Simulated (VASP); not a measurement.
An input for Ansatz (written as the equivalent of a VASP run, and not itself run):

Ansatz 0.2 input:
```yaml
crystal:
  lattice:
    - [3.9998850, 0.0000000, 0.0000000]
    - [0.0000000, 3.9998850, 0.0000000]
    - [0.0000000, 0.0000000, 6.1032080]
  atoms:
    - { symbol: Pt, position: [-0.0019750, 0.0009930, -0.0007400] }
    - { symbol: Pt, position: [0.5054330, 0.5125210, -0.0024950] }
    - { symbol: Pt, position: [0.5091940, 0.0035080, 0.2779950] }
    - { symbol: Pt, position: [0.0011570, 0.4914710, 0.7331780] }
    - { symbol: B, position: [0.4934980, -0.0142780, 0.6952320] }
    - { symbol: B, position: [-0.0073070, 0.5057850, 0.2968290] }
kpoints:
  mp_grid: { grid: [3, 3, 2] }
hamiltonian:
  xc: lda
  pseudopotentials: { kind: paw }
scf:
  occupations: { method: gaussian, width: 0.05 }
  max_iter: 100
output: { forces: true, stress: true, eigenvalues: true }
```

**Question.** Translate this input to VASP (INCAR, KPOINTS, POSCAR, choice of POTCAR).

**Answer.** Several could match; the one computed here: 
File KPOINTS:
```
Automatic mesh
0
Gamma
3 3 2
0 0 0
```

POSCAR:
```
BPt2
1.0
  3.9998850000   0.0000000000   0.0000000000
  0.0000000000   3.9998850000   0.0000000000
  0.0000000000   0.0000000000   6.1032080000
Pt B
4 2
Cart
 -0.0078997729   0.0039718858  -0.0045163739
  2.0216738752   2.0500250601  -0.0152275040
  2.0367174427   0.0140315966   1.6966613080
  0.0046278669   1.9658274808   4.4747378350
  1.9739352477  -0.0571103580   4.2431455043
 -0.0292271597   2.0230818347   1.8116091274
```

**INCAR**
```
! general
SYSTEM   =  BPt2
PREC     =  Accurate
ENCUT    =  400
LREAL    =  .FALSE.
LASPH    =  .TRUE.   ! aspherical one-centre terms

! electronic loop
EDIFF    =  1E-6
NELM     =  100
ALGO     =  Normal
LMAXMIX  =  6

! smearing
ISMEAR   =  0
SIGMA    =  0.05

! ions
ISIF     =  2   ! forces and stress, cell fixed

! output
LWAVE    =  .FALSE.
LCHARG   =  .FALSE.
```

POTCAR, in this order: Pt B (LDA.64 set). Program: vasp_std.

The two are equivalent in intent, not identical: each code has its own PAW files, so the cut-off isn't converted (ENCUT is set for VASP's; basis.ecutwfc is left out, and Ansatz then takes the one that its files recommend); Ansatz stops its SCF on the density residual and VASP on the energy change (EDIFF); Ansatz's lda is the Perdew-Wang form, while the LDA potentials of VASP carry Perdew-Zunger's.

The structure was generated: BPt2 was put into an ordered model structure, which need not be its known phase. The cell was not relaxed at this level, atoms are displaced from their ideal sites. The k-mesh is coarse (spacing up to 0.52 per Å, 2π included), so the numbers may not be converged in it. The run is one of a series of settings (GGA removed, POTCAR Pt B (LDA.64 set) against the base run), some of them coarse on purpose.
